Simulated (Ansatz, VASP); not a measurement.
**PtBr2: VASP beside Ansatz**

Aim: how closely do two programs agree when they are given the same cell, functional and k mesh? The cell is generated by rule, not measured, and may not be a known phase. The cell is taken from a series of VASP runs on this material, whose earlier steps may have relaxed, scaled or displaced it; both programs get it as it stands.

Calculated with Ansatz 0.2.0; plane waves, with VASP 6.6.1 beside it; band structure at PBE, spin-orbit coupling.

The structure was built from a prototype and need not be the compound's stable phase.

## Step 1: Set-up

The structure is cubic, space group Fm-3m (No. 225). Conventional cell: a = 6.509 Å, b = 6.509 Å, c = 6.509 Å, α = 90.00°, β = 90.00°, γ = 90.00°. Nearest to Pt lie 8 Br at 2.82 Å. Br has 4 Pt at 2.82 Å nearest. Farther neighbours and most contacts between anions are not listed.

## Step 2: Ansatz: band structure, PBE, spin-orbit coupling

Ansatz runs on its fully relativistic PAW (standard-fr) files.

Levels along a path test the potential and the projectors away from the mesh points.

Input file input.yaml:

```yaml
crystal:
  lattice:
    - [0.0, 3.25441, 3.25441]
    - [3.25441, 0.0, 3.25441]
    - [3.25441, 3.25441, 0.0]
  atoms:
    - { symbol: Pt, position: [0.0, 0.0, 0.0] }
    - { symbol: Br, position: [0.25, 0.25, 0.25] }
    - { symbol: Br, position: [0.75, 0.75, 0.75] }
hamiltonian:
  xc: pbe
  pseudopotentials: { kind: paw_fr }
magnetization:
  noncollinear: true
  spin_orbit: true
kpoints:
  mp_grid: { grid: [8, 8, 8] }
  band_path:
    path:
      - [0.0, 0.0, 0.0]
      - [0.16667, 0.0, 0.16667]
      - [0.33333, 0.0, 0.33333]
      - [0.5, 0.0, 0.5]
      - [0.5, 0.08333, 0.58333]
      - [0.5, 0.18333, 0.68333]
      - [0.5, 0.25, 0.75]
      - [0.45, 0.3, 0.75]
      - [0.40833, 0.34167, 0.75]
      - [0.35, 0.35, 0.7]
      - [0.275, 0.275, 0.55]
      - [0.225, 0.225, 0.45]
      - [0.075, 0.075, 0.15]
      - [0.03333, 0.03333, 0.03333]
      - [0.23333, 0.23333, 0.23333]
      - [0.4, 0.4, 0.4]
      - [0.51667, 0.46667, 0.51667]
      - [0.55833, 0.38333, 0.55833]
      - [0.60833, 0.28333, 0.60833]
      - [0.60833, 0.25, 0.64167]
      - [0.55833, 0.25, 0.69167]
      - [0.51667, 0.25, 0.73333]
      - [0.5, 0.3, 0.7]
      - [0.5, 0.38333, 0.61667]
      - [0.5, 0.48333, 0.51667]
      - [0.475, 0.475, 0.55]
      - [0.425, 0.425, 0.65]
      - [0.38333, 0.38333, 0.73333]
      - [0.59167, 0.18333, 0.59167]
      - [0.55, 0.1, 0.55]
      - [0.5, 0.0, 0.5]
    npoints: 1
scf:
  occupations: { method: gaussian, width: 0.02 }
  n_extra_bands: 14
output:
  forces: true
  stress: true
  eigenvalues: true
```

On the command line:

```bash
$ ansatz run input.yaml --threads 2 --pin off --max-ram 4608MiB --backend cpu --events-out ev --progress --plain --runs-dir out
```

Numbers of over 12 decimals in the logs are rounded to 6 here.

The log of the run:

```text
scf.n_extra_bands = 14 over 32 filled bands (N_el = 32.0): the run solves 46 bands
Engine: ansatz 0.2.0, aarch64-unknown-linux-gnu
Pseudopotentials: kind: paw_fr
Pseudopotential: Pt, paw_fr, valence charge 18, recommended cutoff 420 eV (normal), Pt.paw.azcp#standard-fr
Pseudopotential: Br, paw_fr, valence charge 7, recommended cutoff 420 eV (normal), Br.paw.azcp#standard-fr
Functional definition: PBE
  parameter kappa = 0.804
  parameter beta = 0.066725
  exchange = pbe_x(kappa = kappa, mu = beta*pi^2/3)
  correlation = pbe_c(beta = beta)
non-collinear run that drives no moment, with spin-orbit: no starting moment large enough to seed its density (crystal.atoms[].spin), no starting occupations that ask for one, no magnetisation constraint and no magnetic field, so the semilocal B_xc is pinned to zero
Crystal: 3 atoms, lattice volume = 68.936 Å³
Basis set: ecut = 420 eV, 1363 PW (Γ), exchange–correlation on 64×64×64 points (8 copies of the dense FFT grid, shifted against one another)
Bands: 46, of which v1, the nominal top of the filled ones, is band 32 counted from 1 (31 counted from 0)
Symmetry: 48 space group operations + 48 with time reversal
Magnetic group: BNS 225.117 (UNI 1619), of the structure as read, at distance tolerance 4.1e-5 Å
k-points: 29 of 512
Projection manifold: j_resolved (fully-relativistic pseudo-atomic orbitals)
Non-local potential: Pt, projectors of the file, l = 0: 3, l = 1: 4, l = 2: 4, l = 3: 2
Non-local potential: Br, projectors of the file, l = 0: 2, l = 1: 4, l = 2: 4
PAW form: soft (Blöchl's): semilocal exchange-correlation on the pseudo side does not see the compensation charge
PAW one-centre angular grid: Pt, 590 points (default); XC on 64 Gauss nodes
PAW one-centre angular grid: Br, 110 points (default); XC on 64 Gauss nodes
Initial density: superposition of atomic densities (chi_scale 0.1, normalization cell, long waves kept (reshape's long-wave potential 0.00 eV rms))
Initial wavefunctions: pseudopotential atomic-orbital guess
Functional: x = pbe(κ = 0.804, μ = 0.219515), c = pbe(β = 0.066725)
SCF iter   1: F=—  HF=-18123.611163 eV  |F-HF|=—  |Δ(HF+E_count)|=         —  Δρ=3.94e-2  dr2=2.01e0  dr2_m=0.00e0 (ungated)  ethr=3.10e-3  |M|=0.00e0 ∫|m|=0.00e0 μB  |m|>n=0.0e0 m-floor=0.0e0 τ_xc=0.0e0  β_m=0.30  ⟨swp⟩=8.3  Hψ=3413  notcnv=0  defer=40
preconditioner: auto → none  [insulator: Δε(μ)=0.031 eV  Ē_g=11.446 eV  σ=0.020 eV  W_gap=0.69  n_scr=14 (ndim 8)  ℏωp=21.9 eV  f_vac=0.042  D(μ)=4.16/eV (n_scr^D=50)  ε∞_Penn≈4.7]
SCF iter   2: F=—  HF=-18123.337268 eV  |F-HF|=—  |Δ(HF+E_count)|=   2.74e-1  Δρ=2.30e-2  dr2=4.94e-1  dr2_m=0.00e0 (ungated)  ethr=3.10e-3  |M|=0.00e0 ∫|m|=0.00e0 μB  |m|>n=0.0e0 m-floor=0.0e0 τ_xc=0.0e0  β_m=0.25  ⟨swp⟩=2.2  Hψ=1105  notcnv=0  defer=230
SCF iter   3: F=—  HF=-18123.252246 eV  |F-HF|=—  |Δ(HF+E_count)|=   8.50e-2  Δρ=1.08e-2  dr2=3.61e-2  dr2_m=0.00e0 (ungated)  ethr=1.54e-3  |M|=0.00e0 ∫|m|=0.00e0 μB  |m|>n=0.0e0 m-floor=0.0e0 τ_xc=0.0e0  β_m=0.63  ⟨swp⟩=2.0  Hψ=818  notcnv=0  defer=226
SCF iter   4: F=—  HF=-18123.259882 eV  |F-HF|=—  |Δ(HF+E_count)|=   7.64e-3  Δρ=4.74e-3  dr2=2.14e-2  dr2_m=0.00e0 (ungated)  ethr=1.13e-4  |M|=0.00e0 ∫|m|=0.00e0 μB  |m|>n=0.0e0 m-floor=0.0e0 τ_xc=0.0e0  β_m=0.72  ⟨swp⟩=2.2  Hψ=1080  notcnv=0  defer=270
SCF iter   5: F=—  HF=-18123.255489 eV  |F-HF|=—  |Δ(HF+E_count)|=   4.39e-3  Δρ=6.35e-4  dr2=4.47e-4  dr2_m=0.00e0 (ungated)  ethr=6.68e-5  |M|=0.00e0 ∫|m|=0.00e0 μB  |m|>n=0.0e0 m-floor=0.0e0 τ_xc=0.0e0  β_m=0.69  ⟨swp⟩=2.3  Hψ=854  notcnv=0  defer=270
SCF iter   6: F=—  HF=-18123.255390 eV  |F-HF|=—  |Δ(HF+E_count)|=   9.95e-5  Δρ=1.80e-4  dr2=2.22e-5  dr2_m=0.00e0 (ungated)  ethr=1.40e-6  |M|=0.00e0 ∫|m|=0.00e0 μB  |m|>n=0.0e0 m-floor=0.0e0 τ_xc=0.0e0  β_m=0.75  ⟨swp⟩=2.9  Hψ=927  notcnv=0  defer=270
SCF iter   7: F=—  HF=-18123.255378 eV  |F-HF|=—  |Δ(HF+E_count)|=   1.16e-5  Δρ=1.45e-5  dr2=9.03e-8  dr2_m=0.00e0 (ungated)  ethr=3.13e-10  |M|=0.00e0 ∫|m|=0.00e0 μB  |m|>n=0.0e0 m-floor=0.0e0 τ_xc=0.0e0  β_m=0.78  ⟨swp⟩=11.7  Hψ=4249  notcnv=0
SCF iter   8: F=-18123.255378 eV  HF=-18123.255378 eV  |F-HF|=1.49e-10  |Δ(HF+E_count)|=   2.90e-8  Δρ=1.61e-6  dr2=1.49e-9  dr2_m=0.00e0 (ungated)  ethr=2.82e-10  |M|=0.00e0 ∫|m|=0.00e0 μB  |m|>n=0.0e0 m-floor=0.0e0 τ_xc=0.0e0  ⟨swp⟩=2.6  Hψ=2131  notcnv=0
SCF 1 converged in 8 iterations: F = -18123.255378 eV  dr2 = 1.49e-9
  greatest PAW one-centre occupation: 1.000 electrons in one spin orbital (limit 2), on the Pt atom at site 0 (counted from 0), in its partial waves of l = 0
NSCF: frozen V_eff on 31 k-points
SCF converged after 8 iterations
Magnetization: |M| = 0.0000 μB,  M = (+0.0000, +0.0000, +0.0000) μB
Absolute magnetization: 0.0000 μB (∫|m|)
  site 0: m = (+0.0000, +0.0000, +0.0000) μB, |m| = 0.0000 μB  (R = 1.16 Å)
  site 1: m = (+0.0000, +0.0000, +0.0000) μB, |m| = 0.0000 μB  (R = 1.16 Å)
  site 2: m = (+0.0000, +0.0000, +0.0000) μB, |m| = 0.0000 μB  (R = 1.16 Å)
Free energy (F): -18123.255378 eV
Harris-Foulkes:  -18123.255378 eV  (|F-HF|=1.49e-10)
Internal energy: -18123.255377 eV  (E = F + TS)
E sigma→0 (E₀):  -18123.255378 eV
Entropy (-TS):   -0.000001 eV (-0.000 meV/atom)
Fermi energy:    9.354306 eV
--- Per-component energies (eV) ---
  E_band       = -345.450969
  E_kinetic    = 902.272430
  E_local      = -3012.924514  (includes V_loc(G=0)·N_el)
  E_nonlocal   = 332.868111
  E_hartree    = 1122.669889
  E_xc         = -786.670412
  E_vxc        = -504.952195  (∫ρ·V_xc dr)
  E_paw        = -13976.035650  (= ΣΔE_a)
  E_vpaw       = -308.056851  (= ΣTr[D̂ρ^β])
  E_aug_tail   = 0.000187  (compensation charges beyond the density's cutoff)
  E_ewald      = -2705.435418
  E_smearing   = -0.000001  (= −TS)
  E_closure    = 0.000000  (closes the sum)
  Σ components = -18123.255378   (vs F -18123.255378, Δ=0.00e0)
--- Forces (eV/Å), atoms counted from 1 ---
  atom   1  Pt    -0.00000000     0.00000000     0.00000000
  atom   2  Br     0.00000000    -0.00000000     0.00000000
  atom   3  Br     0.00000000     0.00000000    -0.00000000
  max |Σ_I F_I| component: 2.78e-17 eV/Å
--- Stress (GPa, compression-positive) ---
        3.899379      -0.000000      -0.000000
       -0.000000       3.899379       0.000000
        0.000000       0.000000       3.899379
  P = ⅓ Tr σ = 3.8994 GPa (38.994 kbar)
--- Band table (eV; the first three rows and the last of 29) ---
  k-point 0: bands = [... 28 lower, 9.3110, 9.3110, 9.3110, 9.3110, 9.6858, 9.6858, 9.9200, 9.9200, ... 10 higher]
  k-point 1: bands = [... 28 lower, 9.0915, 9.0915, 9.2179, 9.2179, 9.5825, 9.5825, 10.6404, 10.6404, ... 10 higher]
  k-point 2: bands = [... 28 lower, 8.5042, 8.5042, 9.1078, 9.1078, 9.5558, 9.5558, 11.6818, 11.6818, ... 10 higher]
  k-point 28: bands = [... 28 lower, 8.1383, 8.1383, 8.1871, 8.1871, 9.7981, 9.7981, 12.0073, 12.0073, ... 10 higher]
```

It took 21 s on 2 threads of Arm Neoverse V2, shared host; peak memory 0.52 GiB; 39 s of CPU time.

The column dr2 measures how far the density is from self-consistency, as an energy; F and HF (Harris–Foulkes) agree once it is small.

## Step 3: VASP: band structure, PBE, spin-orbit coupling

The same cell, functional, mesh and smearing now go to VASP, with its own data sets and cutoff.

Lines of VASP's logs that name or quote its potential files are left out, and so is its time.

Input file INCAR:

```
SYSTEM = PtBr2
PREC = Accurate
ENCUT = 400
EDIFF = 1E-06
NELM = 100
ISMEAR = 0
SIGMA = 0.02
LREAL = .FALSE.
ALGO = Normal
GGA = PE
LNONCOLLINEAR = .TRUE.
MAGMOM = 0 0 0 0 0 0 0 0 0
NBANDS = 36
GGA_COMPAT = .FALSE.
LASPH = .TRUE.
LSORBIT = .TRUE.
LMAXMIX = 4
LORBIT = 11
LWAVE = .FALSE.
LCHARG = .FALSE.
KPAR = 4
ISIF = 2
```

Input file POSCAR:

```
PtBr2
1.0
    0.0000000000      3.2544100000      3.2544100000
    3.2544100000      0.0000000000      3.2544100000
    3.2544100000      3.2544100000      0.0000000000
Pt Br
1 2
Direct
    0.0000000000      0.0000000000      0.0000000000
    0.2500000000      0.2500000000      0.2500000000
    0.7500000000      0.7500000000      0.7500000000
```

Input file KPOINTS:

```
Automatic mesh
0
Gamma
8 8 8
0 0 0
```

Input file KPOINTS_OPT:

```
Line mode
16
Line-mode
Reciprocal
  0.00000000   0.00000000   0.00000000 GAMMA
  0.50000000   0.00000000   0.50000000 X

  0.50000000   0.00000000   0.50000000 X
  0.50000000   0.25000000   0.75000000 W

  0.50000000   0.25000000   0.75000000 W
  0.37500000   0.37500000   0.75000000 K

  0.37500000   0.37500000   0.75000000 K
  0.00000000   0.00000000   0.00000000 GAMMA

  0.00000000   0.00000000   0.00000000 GAMMA
  0.50000000   0.50000000   0.50000000 L

  0.50000000   0.50000000   0.50000000 L
  0.62500000   0.25000000   0.62500000 U

  0.62500000   0.25000000   0.62500000 U
  0.50000000   0.25000000   0.75000000 W

  0.50000000   0.25000000   0.75000000 W
  0.50000000   0.50000000   0.50000000 L

  0.50000000   0.50000000   0.50000000 L
  0.37500000   0.37500000   0.75000000 K

  0.62500000   0.25000000   0.62500000 U
  0.50000000   0.00000000   0.50000000 X
```

PAW data sets: Pt and Br (PBE family, release 64).

On the command line:

```bash
$ mpirun -np 4 vasp_ncl
```

The log of the run:

```text
[banner, memory and clock lines left out]
running    4 mpi-ranks, on    1 nodes
 distrk:  each k-point on    1 cores,    4 groups
 distr:  one band on    1 cores,    1 groups

 POSCAR found type information on POSCAR PtBr
 POSCAR found :  2 types and       3 ions
 LDA part: xc-table for (Slater+PW92), standard interpolation
 POSCAR, INCAR and KPOINTS ok, starting setup
 FFT: planning ... GRIDC
 FFT: planning ... GRID_SOFT
 FFT: planning ... GRID
 WAVECAR not read
 entering main loop
       N       E                     dE             d eps       ncg     rms          rms(c)
DAV:   1     0.129400719339E+03    0.12940E+03   -0.92246E+03  2128   0.955E+02
DAV:   2    -0.215458487501E+00   -0.12962E+03   -0.12035E+03  2548   0.214E+02
DAV:   3    -0.855678937604E+01   -0.83413E+01   -0.80993E+01  2500   0.542E+01
DAV:   4    -0.865703582625E+01   -0.10025E+00   -0.10006E+00  2464   0.671E+00
DAV:   5    -0.865848721645E+01   -0.14514E-02   -0.14508E-02  2440   0.789E-01    0.157E+01
DAV:   6    -0.842062104135E+01    0.23787E+00   -0.10785E+00  2216   0.113E+01    0.102E+01
DAV:   7    -0.838636303331E+01    0.34258E-01   -0.22224E-01  2220   0.553E+00    0.523E+00
DAV:   8    -0.837984734783E+01    0.65157E-02   -0.14002E-02  2336   0.132E+00    0.113E+00
DAV:   9    -0.837977971934E+01    0.67628E-04   -0.13897E-03  2384   0.297E-01    0.213E-01
DAV:  10    -0.837984472769E+01   -0.65008E-04   -0.97167E-05  2320   0.759E-02    0.339E-02
DAV:  11    -0.837990676640E+01   -0.62039E-04   -0.45519E-05  2196   0.447E-02    0.219E-02
DAV:  12    -0.837990904266E+01   -0.22763E-05   -0.15273E-06  2196   0.779E-03    0.479E-03
DAV:  13    -0.837990993098E+01   -0.88832E-06   -0.51255E-07  1676   0.455E-03
   1 F= -.83799099E+01 E0= -.83799096E+01  d E =-.677978E-06  mag=    -0.0000     0.0000    -0.0000
 Start KPOINTS_OPT (optional k-point list driver)
k-point batch [1-29\160]
       N       E                     dE             ncg
DAV:   1     0.357190700990E+04   -0.92428E+04     2104
DAV:   2    -0.128869365881E+03   -0.37008E+04     2516
DAV:   3    -0.363094003743E+03   -0.23422E+03     2444
DAV:   4    -0.365975375684E+03   -0.28814E+01     2444
DAV:   5    -0.366026859882E+03   -0.51484E-01     2444
DAV:   6    -0.366028452519E+03   -0.15926E-02     2484
DAV:   7    -0.366028511348E+03   -0.58829E-04     2428
DAV:   8    -0.366028513677E+03   -0.23291E-05     1988
DAV:   9    -0.366028513824E+03   -0.14705E-06     1480
[...]
k-point batch [146-160\160]
       N       E                     dE             ncg
DAV:   1     0.100939271420E+05   -0.77530E+04     1104
DAV:   2     0.817512058432E+04   -0.19188E+04     1332
DAV:   3     0.806077901106E+04   -0.11434E+03     1304
DAV:   4     0.805946949581E+04   -0.13095E+01     1336
DAV:   5     0.805944484501E+04   -0.24651E-01     1324
DAV:   6     0.805944407936E+04   -0.76566E-03     1320
DAV:   7     0.805944405265E+04   -0.26710E-04     1336
DAV:   8     0.805944405160E+04   -0.10430E-05     1084
DAV:   9     0.805944405153E+04   -0.69448E-07      856
```

[end of part 1 of 2]

[Lines on the potential files, build, host, timing and source positions are cut from VASP's logs without a mark.]

[Logs are printed without paths, hosts, clocks, repeated set-up lines and the standing remarks that a program may print on its own settings, such as how far it seeks lower states.]

[Hosts, paths, dates, database ids (printed as entryN), source tags and the programs' standing remarks are cut or masked in the printed files.]
